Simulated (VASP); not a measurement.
The system is Y2Ge3.

```xyz
5
Lattice="4.3924 0.0000 0.0000 -2.1962 3.8040 0.0000 0.0000 0.0000 7.1073" Properties=species:S:1:pos:R:3 pbc="T T T"
Y     0.0000    0.0000    1.9195
Y     0.0000    0.0000    5.1878
Ge    2.1962    1.2680    0.0000
Ge    2.1962    1.2680    3.5536
Ge    0.0000    2.5360    0.0000
```

The cell comes from a database or a generator and needn't be the stable form of this composition.

Base run:

| Item | Value |
| --- | --- |
| Program | VASP 6.6.1 |
| Functional | PBE |
| Potentials or basis | VASP PAW PBE potentials, release 64 (Y_sv, Ge_d) |
| Cutoff | 520 eV |
| k mesh | 7 × 7 × 4 |
| Occupations | gaussian, width 0.1 eV |
| Spin | no spin polarisation |

Its results: band gap on the k mesh none (metal or under the smearing width); pressure 0.3 GPa; largest force 0.146 eV/Å.

Task: The run is repeated on the same cell with these changes: functional from PBE to RPBE; occupations from gaussian, width 0.1 eV to gaussian, width 0.05 eV. What comes out?

Result: Band gap on the k mesh none (metal or under the smearing width); pressure 2.1 GPa; largest force 0.139 eV/Å.

Caveats: the PAW data sets were made with another functional, which shifts forces and pressure a little (some runs).

Not every run made on this cell is shown here.
